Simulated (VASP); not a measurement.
Given:

```
Ta3N
1.0
    0.00000     3.39666     3.39666
    3.39666     0.00000     3.39666
    3.39666     3.39666     0.00000
N Ta
1 3
Direct
  0.00000   0.00000   0.00000
  0.50000   0.50000   0.50000
  0.25000   0.25000   0.25000
  0.75000   0.75000   0.75000
```

Method: PBE GGA, VASP's PBE PAW potentials (set 64) (plane waves; VASP 6.6.1). Numerical set-up: 400 eV cut-off, 6×6×6 Γ-centred mesh, Gaussian smearing of 0.27 eV, potentials N Ta_pv.

At this cut-off the stress carries a Pulay error, which pulls relaxed volumes low.

Question: Give the stress tensor in GPa (positive for a compressed cell).

Answer: 
```
-25.96    0.00    0.00
  0.00  -25.96    0.00
  0.00    0.00  -25.96
```
The pressure is its mean diagonal, -25.96 GPa.

The structure was generated: Ta3N was put into an ordered model structure, which need not be its known phase. The cell was not relaxed at this level.
